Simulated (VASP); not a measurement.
Input of a VASP 6.6.1 run:

The input INCAR:

```
SYSTEM = BaB2Rh2
ALGO = Fast
EDIFF = 1E-7
ENCUT = 520
GGA = PE
ISIF = 2
ISMEAR = -1
LASPH = .TRUE.
LCHARG = .FALSE.
LREAL = .FALSE.
LWAVE = .FALSE.
NBANDS = 57
NELM = 100
PREC = Accurate
SIGMA = 0.05
```

File KPOINTS:

```
k-points
0
G
  3 3 3
  0 0 0
```

File POSCAR:

```
BaB2Rh2
1.0
    4.7147430000      0.3347800000      0.7505270000
   -0.4482110000      6.1677340000      0.2306330000
   -0.8253270000     -0.2351730000      6.2754150000
Rh Ba B
4 2 4
Direct
    0.7067728500      0.1420174721      0.1886713433
    0.1176831848      0.2552918425      0.9119165615
    0.0760839906      0.7201418938      0.7995945169
    0.1757257333      0.2316199749      0.3637443711
    0.6610354528      0.4556093345      0.6263543522
    0.5490326441      0.7143027464      0.1549730801
    0.8907062892     -0.0259863312      0.9248462749
    0.5627296146      1.0350692883      0.7426305823
    0.8209829591      1.0707668328      0.4914793612
    0.2774537098      0.0671608735      0.6506629419
```

Potentials or basis: VASP PAW PBE potentials, release 64 (Rh_pv, Ba_sv, B).

Run with:

```console
$ cat potpaw_PBE.64/Rh_pv/POTCAR potpaw_PBE.64/Ba_sv/POTCAR potpaw_PBE.64/B/POTCAR > POTCAR
$ mpirun -np 1 vasp_std > vasp.out
```

Predict the band gap on the k mesh.

none (metal or under the smearing width).

Estimate the pressure.

-1.0 GPa.

Stress tensor (GPa, compression positive):
```
-1.13  1.41  3.18
 1.41  1.93  2.22
 3.18  2.22 -3.88
```

Caveat: the k mesh is coarse (spacing up to 0.44 Å⁻¹), so the values aren't converged. The run has no spin-orbit coupling, so splittings on Ba are missing.
